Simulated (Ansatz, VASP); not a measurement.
# Sn2Ir: VASP beside Ansatz

One calculation is typed for both programs; each brings its own data sets. How far apart do they land? The cell is taken from a series of runs on this material, whose earlier steps may have relaxed, scaled, displaced or heated it; both programs get it as it stands.

Method: plane waves, with VASP 6.6.1 beside it; zone-centre phonons at PBEsol, in Ansatz 0.2.0.

## Step 1: Set-up

It takes space group Fm-3m (No. 225, cubic). Conventional cell: a = 6.346 Å, b = 6.346 Å, c = 6.346 Å, α = 90.00°, β = 90.00°, γ = 90.00°. Nearest to Sn lie 4 Ir at 2.75 Å. Nearest to Ir lie 8 Sn at 2.75 Å. Farther neighbours are not listed.

Structure file:

```cif
data_structure
_symmetry_space_group_name_H-M 'P 1'
_symmetry_Int_Tables_number 1
_cell_length_a 4.4874
_cell_length_b 4.4874
_cell_length_c 4.4874
_cell_angle_alpha 60.000
_cell_angle_beta 60.000
_cell_angle_gamma 60.000
_cell_volume 63.90
loop_
_atom_site_label
_atom_site_type_symbol
_atom_site_fract_x
_atom_site_fract_y
_atom_site_fract_z
_atom_site_occupancy
Sn1 Sn 0.25000 0.25000 0.25000 1
Sn2 Sn 0.75000 0.75000 0.75000 1
Ir3 Ir 0.00000 0.00000 0.00000 1
```

## Step 2: VASP: zone-centre phonons, PBEsol

Second derivatives magnify differences that forces hide, and they need a tight electronic threshold.

Lines of VASP's logs that name or quote its potential files are left out, and so is its time.

INCAR

```
SYSTEM = Sn2Ir
PREC = Accurate
ENCUT = 500
EDIFF = 1E-08
NELM = 120
ISMEAR = 1
SIGMA = 0.2
LREAL = .FALSE.
ALGO = Normal
GGA = PS
NBANDS = 24
LASPH = .TRUE.
LORBIT = 11
LWAVE = .FALSE.
LCHARG = .FALSE.
ISIF = 2
IBRION = 8
GGA_COMPAT = .FALSE.
KPAR = 2
```

POSCAR

```
Sn2Ir
1.0
    0.0000000000      3.1730845962      3.1730845962
    3.1730845962      0.0000000000      3.1730845962
    3.1730845962      3.1730845962      0.0000000000
Sn Ir
2 1
Direct
    0.2500000000      0.2500000000      0.2500000000
    0.7500000000      0.7500000000      0.7500000000
    0.0000000000      0.0000000000      0.0000000000
```

KPOINTS

```
Automatic mesh
0
Gamma
12 12 12
0 0 0
```

PAW data sets: Sn_d and Ir (PBE family, release 64).

Run with:

```sh
> mpirun -np 2 vasp_std
```

Numbers of over 12 decimals in the logs are rounded to 6 here.

The log of the run:

```text
[banner, memory and clock lines left out]
running    2 mpi-ranks, on    1 nodes
 distrk:  each k-point on    1 cores,    2 groups
 distr:  one band on    1 cores,    1 groups

 POSCAR found type information on POSCAR SnIr
 POSCAR found :  2 types and       3 ions
|                                                                             |
|               ----> ADVICE to this user running VASP <----                  |
|                                                                             |
|     You enforced a specific xc type in the INCAR file but a different       |
|     [... a line on the potential file left out ...]
|     I HOPE YOU KNOW WHAT YOU ARE DOING!                                     |
|                                                                             |

 LDA part: xc-table for (Slater+PW92), standard interpolation
 POSCAR, INCAR and KPOINTS ok, starting setup
 FFT: planning ... GRIDC
 FFT: planning ... GRID_SOFT
 FFT: planning ... GRID
 WAVECAR not read
 entering main loop
       N       E                     dE             d eps       ncg     rms          rms(c)
DAV:   1     0.343325534108E+03    0.34333E+03   -0.18026E+04  3520   0.229E+03
DAV:   2     0.174574906505E+02   -0.32587E+03   -0.31693E+03  3472   0.546E+02
DAV:   3    -0.186146097312E+02   -0.36072E+02   -0.35727E+02  4352   0.172E+02
DAV:   4    -0.196364725324E+02   -0.10219E+01   -0.10213E+01  3768   0.327E+01
DAV:   5    -0.196692737575E+02   -0.32801E-01   -0.32794E-01  5096   0.545E+00    0.917E+00
DAV:   6    -0.193718219556E+02    0.29745E+00   -0.45915E-01  3952   0.762E+00    0.378E+00
DAV:   7    -0.192682021388E+02    0.10362E+00   -0.15277E-01  4560   0.442E+00    0.200E+00
DAV:   8    -0.192464156143E+02    0.21787E-01   -0.76569E-02  4208   0.255E+00    0.326E-01
DAV:   9    -0.192460036639E+02    0.41195E-03   -0.70738E-03  4136   0.114E+00    0.788E-02
DAV:  10    -0.192460728683E+02   -0.69204E-04   -0.53585E-04  4056   0.325E-01    0.546E-02
DAV:  11    -0.192461140712E+02   -0.41203E-04   -0.70333E-05  4296   0.894E-02    0.102E-02
DAV:  12    -0.192461165316E+02   -0.24604E-05   -0.55274E-06  4304   0.158E-02    0.495E-03
DAV:  13    -0.192461163792E+02    0.15240E-06   -0.57512E-07  3824   0.472E-03    0.138E-03
DAV:  14    -0.192461163620E+02    0.17184E-07   -0.24009E-08  3856   0.127E-03    0.773E-04
DAV:  15    -0.192461163319E+02    0.30105E-07   -0.37967E-09  2648   0.512E-04    0.380E-05
DAV:  16    -0.192461163286E+02    0.32342E-08   -0.68622E-10  2016   0.253E-04
   1 F= -.19246116E+02 E0= -.19245210E+02  d E =-.272015E-02
 Linear response reoptimize wavefunctions to high precision
DAV:   1    -0.192461163294E+02   -0.75124E-09   -0.17008E-10  2120   0.141E-04
DAV:   2    -0.192461163293E+02    0.40018E-10   -0.66810E-11  1912   0.826E-05
 Linear response DOF=           2
 Linear response progress:
  Degree of freedom:   1/  2
       N       E                     dE             d eps       ncg     rms          rms(c)
RMM:   1    -0.212658097382E+00   -0.21266E+00    0.92844E-01 16462   0.131E+01
RMM:   2    -0.219211202856E+00   -0.65531E-02   -0.18952E-02 24091   0.105E+00    0.882E-02
RMM:   3    -0.219406020643E+00   -0.19482E-03   -0.15143E-03 25377   0.287E-01    0.435E-02
RMM:   4    -0.219338159940E+00    0.67861E-04   -0.11140E-04 26301   0.855E-02    0.178E-02
RMM:   5    -0.219309886133E+00    0.28274E-04   -0.13963E-05 26527   0.286E-02    0.407E-03
RMM:   6    -0.219301157662E+00    0.87285E-05   -0.22720E-06 25920   0.950E-03    0.159E-03
RMM:   7    -0.219300046385E+00    0.11113E-05   -0.67279E-07 27775   0.351E-03    0.108E-03
RMM:   8    -0.219298752874E+00    0.12935E-05   -0.34064E-07 25945   0.134E-03    0.143E-04
RMM:   9    -0.219298611668E+00    0.14121E-06    0.36558E-08 27245   0.574E-04    0.287E-05
RMM:  10    -0.219298576708E+00    0.34960E-07   -0.96639E-08 27036   0.271E-04    0.165E-05
RMM:  11    -0.219298499478E+00    0.77230E-07   -0.11165E-09 27190   0.139E-04    0.801E-06
RMM:  12    -0.219298380616E+00    0.11886E-06   -0.19467E-08 26675   0.772E-05    0.276E-06
RMM:  13    -0.219298341573E+00    0.39043E-07   -0.17694E-08 28102   0.428E-05    0.185E-06
RMM:  14    -0.219298308068E+00    0.33505E-07    0.35060E-09 26089   0.254E-05    0.652E-07
RMM:  15    -0.219298309942E+00   -0.18738E-08   -0.80173E-10 19763   0.154E-05    0.435E-07
 first order change of Fermi-energy  -0.29042E-05
 force on displaced ion       1 direction 1 :  -6.572   0.000   0.000
 Linear response progress:
  Degree of freedom:   2/  2
       N       E                     dE             d eps       ncg     rms          rms(c)
RMM:   1    -0.202015343922E+00   -0.20202E+00   -0.15959E-01 13978   0.203E+00
RMM:   2    -0.201208678503E+00    0.80667E-03   -0.62850E-03 12779   0.502E-01    0.127E-01
RMM:   3    -0.201288984681E+00   -0.80306E-04   -0.41249E-04 14005   0.136E-01    0.745E-02
RMM:   4    -0.201634166368E+00   -0.34518E-03   -0.26312E-04 14281   0.960E-02    0.816E-03
RMM:   5    -0.201611691146E+00    0.22475E-04   -0.92581E-06 15044   0.206E-02    0.593E-03
RMM:   6    -0.201553849729E+00    0.57841E-04   -0.80874E-07 14031   0.641E-03    0.758E-04
RMM:   7    -0.201548984903E+00    0.48648E-05   -0.76708E-08 14459   0.180E-03    0.419E-04
RMM:   8    -0.201549050683E+00   -0.65780E-07   -0.12734E-08 14949   0.665E-04    0.136E-04
RMM:   9    -0.201548434203E+00    0.61648E-06   -0.14186E-09 15058   0.236E-04    0.695E-05
RMM:  10    -0.201547531638E+00    0.90257E-06   -0.39257E-11 14562   0.103E-04    0.167E-05
RMM:  11    -0.201547677017E+00   -0.14538E-06    0.32867E-09 15374   0.341E-05    0.864E-06
RMM:  12    -0.201547713466E+00   -0.36449E-07   -0.13094E-08 14628   0.164E-05    0.194E-06
RMM:  13    -0.201547744930E+00   -0.31464E-07   -0.94162E-09 14333   0.644E-06    0.119E-06
RMM:  14    -0.201547734262E+00    0.10668E-07   -0.46606E-10 10348   0.290E-06    0.240E-07
RMM:  15    -0.201547734410E+00   -0.14774E-09    0.87941E-12  6391   0.192E-06    0.923E-08
 first order change of Fermi-energy   0.30420E-03
 force on displaced ion       3 direction 1 :  -8.261   0.000   0.000
 Linear response finished
```

Parts of OUTCAR (step 2):

```text
ion  position               nearest neighbor table
   1  0.250  0.250  0.250-   3 2.75   3 2.75   3 2.75   3 2.75   2 3.17   2 3.17   2 3.17   2 3.17
                             2 3.17   2 3.17
   2  0.750  0.750  0.750-   3 2.75   3 2.75   3 2.75   3 2.75   1 3.17   1 3.17   1 3.17   1 3.17
                             1 3.17   1 3.17
   3  0.000  0.000  0.000-   1 2.75   2 2.75   2 2.75   2 2.75   2 2.75   1 2.75   1 2.75   1 2.75

  LATTYP: Found a face centered cubic cell.
 ALAT       =     6.3461691924

 Subroutine GETGRP returns: Found 48 space group operations
 (whereof 48 operations were pure point group operations)

The static configuration has the point symmetry O_h .

 Found     72 irreducible k-points:

   k-points           NKPTS =     72   k-points in BZ     NKDIM =     72   number of bands    NBANDS=     24

   dimension x,y,z NGX =    36 NGY =   36 NGZ =   36
   dimension x,y,z NGXF=    72 NGYF=   72 NGZF=   72

   ENCUT  =  500.0 eV  36.75 Ry    6.06 a.u.   8.18  8.18  8.18*2*pi/ulx,y,z

   NELECT =      37.0000    total number of electrons

 k-points in reciprocal lattice and weights: Automatic mesh
   0.00000000  0.00000000  0.00000000       0.001
   0.08333333  0.00000000  0.00000000       0.005
   0.16666667  0.00000000  0.00000000       0.005
   0.25000000  0.00000000  0.00000000       0.005
   0.33333333  0.00000000  0.00000000       0.005
   0.41666667  0.00000000  0.00000000       0.005
   0.50000000  0.00000000  0.00000000       0.002
   0.08333333  0.08333333  0.00000000       0.003
   0.16666667  0.08333333  0.00000000       0.014
[...]
-0.33333333  0.50000000  0.16666667       0.007
  -0.25000000  0.50000000  0.25000000       0.003

 average (electrostatic) potential at core
       1 -97.8058       2 -97.8058       3 -48.7715

  Total        0.0230064      0.0230064      0.0230064     -0.0000000      0.0000000     -0.0000000
  in kB        0.5768776      0.5768776      0.5768776     -0.0000000      0.0000000     -0.0000000
  external PRESSURE =       0.5768776 kB  Pullay stress =       0.0000000 kB

  energy-cutoff  :      500.00
  volume of cell :       63.90
      direct lattice vectors                 reciprocal lattice vectors
     0.000000000  3.173084596  3.173084596    -0.157575377  0.157575377  0.157575377
     3.173084596  0.000000000  3.173084596     0.157575377 -0.157575377  0.157575377
     3.173084596  3.173084596  0.000000000     0.157575377  0.157575377 -0.157575377

 POSITION                                       TOTAL-FORCE (eV/Angst)
 -----------------------------------------------------------------------------------
      1.58654      1.58654      1.58654        -0.000000     -0.000000     -0.000000
      4.75963      4.75963      4.75963         0.000000      0.000000      0.000000
      0.00000      0.00000      0.00000         0.000000      0.000000      0.000000
 -----------------------------------------------------------------------------------
    total drift:                                0.000000      0.000000      0.000000

 Eigenvectors and eigenvalues of the dynamical matrix
 ----------------------------------------------------

   1 f  =    4.364872 THz    27.425302 2PiTHz  145.596472 cm-1    18.051654 meV
             X         Y         Z           dx          dy          dz
      1.586542  1.586542  1.586542     0.001876    0.022699   -0.473109
      4.759627  4.759627  4.759627     0.001876    0.022699   -0.473109
      0.000000  0.000000  0.000000    -0.002941   -0.035583    0.741635

   2 f  =    4.364872 THz    27.425302 2PiTHz  145.596472 cm-1    18.051654 meV
             X         Y         Z           dx          dy          dz
      1.586542  1.586542  1.586542    -0.278715   -0.382480   -0.019456
      4.759627  4.759627  4.759627    -0.278715   -0.382480   -0.019456
      0.000000  0.000000  0.000000     0.436907    0.599566    0.030499

   3 f  =    4.364872 THz    27.425302 2PiTHz  145.596472 cm-1    18.051654 meV
             X         Y         Z           dx          dy          dz
      1.586542  1.586542  1.586542    -0.382970    0.278469    0.011842
      4.759627  4.759627  4.759627    -0.382970    0.278469    0.011842
      0.000000  0.000000  0.000000     0.600334   -0.436522   -0.018563

   4 f  =    4.302732 THz    27.034865 2PiTHz  143.523702 cm-1    17.794663 meV
             X         Y         Z           dx          dy          dz
      1.586542  1.586542  1.586542     0.000000   -0.000000   -0.707107
      4.759627  4.759627  4.759627     0.000000   -0.000000    0.707107
      0.000000  0.000000  0.000000    -0.000000    0.000000   -0.000000

   5 f  =    4.302732 THz    27.034865 2PiTHz  143.523702 cm-1    17.794663 meV
             X         Y         Z           dx          dy          dz
      1.586542  1.586542  1.586542     0.703916    0.067096   -0.000000
      4.759627  4.759627  4.759627    -0.703916   -0.067096    0.000000
      0.000000  0.000000  0.000000     0.000000    0.000000    0.000000

   6 f  =    4.302732 THz    27.034865 2PiTHz  143.523702 cm-1    17.794663 meV
             X         Y         Z           dx          dy          dz
      1.586542  1.586542  1.586542    -0.067096    0.703916   -0.000000
      4.759627  4.759627  4.759627     0.067096   -0.703916    0.000000
      0.000000  0.000000  0.000000    -0.000000    0.000000    0.000000

   7 f/i=    0.005726 THz     0.035979 2PiTHz    0.191009 cm-1     0.023682 meV
             X         Y         Z           dx          dy          dz
      1.586542  1.586542  1.586542     0.524945   -0.007578   -0.004927
      4.759627  4.759627  4.759627     0.524945   -0.007578   -0.004927
      0.000000  0.000000  0.000000     0.669753   -0.009668   -0.006286

   8 f/i=    0.005726 THz     0.035979 2PiTHz    0.191009 cm-1     0.023682 meV
             X         Y         Z           dx          dy          dz
      1.586542  1.586542  1.586542    -0.005523   -0.042385   -0.523280
      4.759627  4.759627  4.759627    -0.005523   -0.042385   -0.523280
      0.000000  0.000000  0.000000    -0.007047   -0.054078   -0.667629

   9 f/i=    0.005726 THz     0.035979 2PiTHz    0.191009 cm-1     0.023682 meV
             X         Y         Z           dx          dy          dz
      1.586542  1.586542  1.586542     0.007155    0.523254   -0.042459
      4.759627  4.759627  4.759627     0.007155    0.523254   -0.042459
      0.000000  0.000000  0.000000     0.009129    0.667596   -0.054171

 ELASTIC MODULI CONTR FROM IONIC RELAXATION (kBar)
 Direction    XX          YY          ZZ          XY          YZ          ZX
 --------------------------------------------------------------------------------
 XX          -0.0000      0.0000      0.0000     -0.0000      0.0000     -0.0000
 YY           0.0000     -0.0000     -0.0000     -0.0000     -0.0000      0.0000
 ZZ           0.0000     -0.0000     -0.0000      0.0000     -0.0000     -0.0000
 XY          -0.0000     -0.0000      0.0000   -309.6325     -0.0000     -0.0000
 YZ           0.0000     -0.0000     -0.0000     -0.0000   -309.6325     -0.0000
 ZX          -0.0000      0.0000     -0.0000      0.0000     -0.0000   -309.6325
 --------------------------------------------------------------------------------
```

(Part 1 of 2 ends here.)

[Lines on the potential files, build, host, timing and source positions are cut from VASP's logs without a mark.]

[Logs are printed without paths, hosts, clocks, repeated set-up lines and the standing remarks that a program may print on its own settings, such as how far it seeks lower states.]

[Hosts, paths, dates, database ids (printed as entryN), source tags and the programs' standing remarks are cut or masked in the printed files.]
